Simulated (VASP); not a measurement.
Consider the following.

```xyz
1
Lattice="0.0000 2.0010 2.0010 2.0010 0.0000 2.0010 2.0010 2.0010 0.0000" Properties=species:S:1:pos:R:3 pbc="T T T"
Ag     0.0000     0.0000     0.0000
```

Calculation: LDA (Ceperley-Alder, Perdew-Zunger), VASP's LDA PAW potentials (set 64) (plane waves; VASP 6.6.1). Run with 520 eV cut-off, 16×16×16 Γ-centred mesh, first-order Methfessel-Paxton smearing of 0.10 eV, potentials Ag.

### Question
Predict the energy per atom (σ→0), band gap (on the k-mesh) with the smallest direct gap where there is one.

### Answer

- band gap (on the k-mesh) = none (metal, semimetal or under 0.01 eV)
- energy per atom (σ→0) = -3.783 eV/atom

Only differences to runs with the same potentials and settings are physical.

The compound is Ag in the fcc structure. It was relaxed first, which changed the volume by -6 %.
